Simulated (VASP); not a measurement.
An input for Quantum ESPRESSO's pw.x (written as the equivalent of a VASP run, and not itself run):

```
&CONTROL
  calculation = 'vc-relax'
  pseudo_dir = './pseudo'
  outdir = './out'
  tprnfor = .true.
  tstress = .true.
  nstep = 40
  forc_conv_thr = 0.00078
/
&SYSTEM
  ibrav = 0
  nat = 2
  ntyp = 2
  ecutwfc = 82
  occupations = 'smearing'
  smearing = 'methfessel-paxton'
  degauss = 0.00735
  input_dft = 'pbe'
/
&ELECTRONS
  conv_thr = 7.3e-08
  electron_maxstep = 100
/
&IONS
/
&CELL
/
ATOMIC_SPECIES
  In 114.818 In.upf
  Pd 106.420 Pd.upf
CELL_PARAMETERS angstrom
     3.3063622    0.0000000    0.0000000
     0.0000000    3.3063622    0.0000000
     0.0000000    0.0000000    3.3063622
ATOMIC_POSITIONS crystal
  In   0.5000000  0.5000000  0.5000000
  Pd   0.0000000  0.0000000  0.0000000
K_POINTS automatic
  11 11 11 0 0 0
```

Task: Write the VASP files for the same calculation (PBE).

Result: This is not unique; one that fits is 
### INCAR
```
ALGO=Normal   ! blocked Davidson
EDIFF=1E-6   ! SCF stop (eV)
LWAVE=.False.
SIGMA=0.1
LCHARG=.False.
NSW=40
SYSTEM=PdIn
ISIF=3
ENCUT=500
LREAL=.False.   ! projection in real space or not
LASPH=.True.   ! aspherical one-centre terms
EDIFFG=-0.02   ! ionic stop
PREC=Accurate
GGA=PE   ! PBE
NELM=100   ! most electronic steps
IBRION=2   ! conjugate gradients
ISMEAR=1   ! Methfessel-Paxton
LMAXMIX=4   ! l cut-off of mixed one-centre charges
```

POSCAR:
```
PdIn
1
    3.3063622438     0.0000000000     0.0000000000
    0.0000000000     3.3063622438     0.0000000000
    0.0000000000     0.0000000000     3.3063622438
In Pd
1 1
Direct
  0.5000000000   0.5000000000   0.5000000000
  0.0000000000   0.0000000000   0.0000000000
```

**KPOINTS**
```
Automatic mesh
0
Gamma
11 11 11
0 0 0
```

POTCAR, in this order: In_d Pd (PBE.64 set). Program: vasp_std.

Limits of the translation: the potentials are each code's own (VASP's PAW set, PseudoDojo norm-conserving files in pw.x), so ENCUT and ecutwfc are chosen apart and not converted; conv_thr bounds pw.x's estimated SCF error, while EDIFF bounds the energy change between steps; forc_conv_thr acts on force components and is met together with etot_conv_thr.

The compound is PdIn in the CsCl type structure. It was relaxed first, which changed the volume by +5 %.
